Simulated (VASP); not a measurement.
The system is B2C.

```xyz
3
Lattice="-1.2800 1.7250 3.0500 1.2800 -1.7250 3.0500 1.2800 1.7250 -3.0500" Properties=species:S:1:pos:R:3 pbc="T T T"
B     1.2800    0.8867    0.0000
B     0.0000    0.8384    3.0500
C     0.0000    0.0000    0.0000
```

The cell was built by a generator and needn't be a form met in nature.

- Program: VASP 6.6.1
- Task: relaxation of cell and atoms
- Functional: PBE
- Potentials or basis: VASP PAW PBE potentials, release 64 (B, C)
- Cutoff: 520 eV
- k mesh: 10 × 10 × 10
- Occupations: gaussian, width 0.15 eV
- Spin: no spin polarisation

At the start: pressure 2.4 GPa; volume 8.98 Å³/atom.

Problem. Where does the relaxation end?

Solution. Over 11 steps the energy falls by 20.0 meV/atom and the volume is 10.77 Å³/atom (+20.0 %); space group Immm (No. 71, to 0.05 Å).

The path:
| step | energy change (eV) | largest force (eV/Å) | pressure (GPa) | volume (Å³) |
| --- | --- | --- | --- | --- |
| 1 | 0.0000 | 0.2096 | 2.36 | 26.94 |
| 2 | -0.0075 | 0.2075 | -0.60 | 27.46 |
| 3 | -0.0080 | 0.1286 | -0.09 | 27.36 |
| 4 | -0.0160 | 0.0429 | 0.95 | 27.61 |
| 5 | -0.0195 | 0.1118 | 2.81 | 28.05 |
| 6 | -0.0226 | 0.0953 | 2.83 | 28.22 |
| 7 | -0.0310 | 0.0328 | 2.65 | 28.73 |
| 8 | -0.0448 | 0.0843 | 2.46 | 29.75 |
| 9 | -0.0560 | 0.2784 | 2.35 | 31.78 |
| 10 | -0.0582 | 0.2503 | -1.24 | 32.69 |
| 11 | -0.0600 | 0.0416 | 0.19 | 32.31 |

Final structure:
```cif
data_structure
_symmetry_space_group_name_H-M 'P 1'
_symmetry_Int_Tables_number 1
_cell_length_a 4.2457
_cell_length_b 4.2457
_cell_length_c 4.2457
_cell_angle_alpha 144.645
_cell_angle_beta 132.525
_cell_angle_gamma 60.561
_cell_volume 32.31
loop_
_atom_site_label
_atom_site_type_symbol
_atom_site_fract_x
_atom_site_fract_y
_atom_site_fract_z
_atom_site_occupancy
B1 B 0.25426 0.50000 0.75426 1
B2 B 0.74574 0.50000 0.24574 1
C1 C 0.00000 0.00000 0.00000 1
```

Caveat: the volume moved by over 15 % at a fixed basis, so the end points are rough.
